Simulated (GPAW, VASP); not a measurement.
VASP input:

File KPOINTS:
```
Automatic mesh
0
G
5 5 2
```

**POSCAR**
```
La2Ni2I
4.122220
  1.0000000000   0.0000000000   0.0000000000
 -0.5000000000   0.8660253456   0.0000000000
  0.0000000000   0.0000000000   2.1490653095
La Ni I
2 2 1
direct
  0.0008080000   0.0106470000   0.2058120000
 -0.0266480000  -0.0038360000   0.7912750000
  0.3327190000   0.6534320000  -0.0022570000
  0.6823170000   0.3392920000   0.0021690000
  0.6774700000   0.3337970000   0.5030000000
```

### INCAR
```
# general
SYSTEM   = La2Ni2I
PREC     = Accurate
ENCUT    = 300   # plane-wave cut-off (eV)
LREAL    = .False.
LASPH    = .True.

# electronic loop
EDIFF    = 1E-6   # SCF stop (eV)
NELM     = 100
ALGO     = Normal
LMAXMIX  = 6   # l cut-off of mixed one-centre charges

# smearing
ISMEAR   = 0   # Gaussian
SIGMA    = 0.1

# DFT+U
LDAU     = .True.
LDAUTYPE = 2   # Dudarev
LDAUL    = -1 2 -1
LDAUU    = 0 1.0 0
LDAUJ    = 0 0 0

# ions
ISIF     = 2

# output
LWAVE    = .False.
LCHARG   = .False.
```

POTCAR, in this order: La Ni I (LDA.64 set). Program: vasp_std.

### Question
Write an input for GPAW that does the same calculation.

### Answer
One input that does it (LDA (Perdew-Wang 92)+U, GPAW PAW datasets LDA (gpaw-data 1.0.1)):
```
from ase import Atoms
from ase.units import GPa
from gpaw import GPAW

atoms = Atoms(['La', 'La', 'Ni', 'Ni', 'I'],
              cell=[[4.122220, 0.000000, 0.000000],
                    [-2.061110, 3.569947, 0.000000],
                    [0.000000, 0.000000, 8.858920]],
              scaled_positions=[[0.000808, 0.010647, 0.205812],
                                [-0.026648, -0.003836, 0.791275],
                                [0.332719, 0.653432, -0.002257],
                                [0.682317, 0.339292, 0.002169],
                                [0.677470, 0.333797, 0.503000]],
              pbc=True)

calc = GPAW(mode={'name': 'pw', 'ecut': 850},
            xc='LDA',
            setups={'Ni': ':d,1.0'},
            kpts={'size': (5, 5, 2), 'gamma': True},
            occupations={'name': 'methfessel-paxton', 'width': 0.1, 'order': 0},
            nbands=-11,
            convergence={'forces': 0.001},
            symmetry={'symmorphic': False, 'tolerance': 0.0005},
            maxiter=150,
            txt='-')

atoms.calc = calc

energy = atoms.get_potential_energy()
print('Energy (eV):', round(energy, 6))
forces = atoms.get_forces()
print('Forces (eV/Ang):')
print(forces.round(5))
stress = atoms.get_stress()
print('Stress (GPa, Voigt):', (stress / GPa).round(4))
```
The two runs describe the same crystal, functional and task. Each code takes its own potentials, basis and convergence tests.

VASP's LDA is the Perdew-Zunger fit; the other code's may be Perdew-Wang, which differs slightly.

The structure comes from a computed database's La2Ni2I entry; how it stands against other phases isn't given here. The cell was not relaxed at this level, and it may have been scaled.
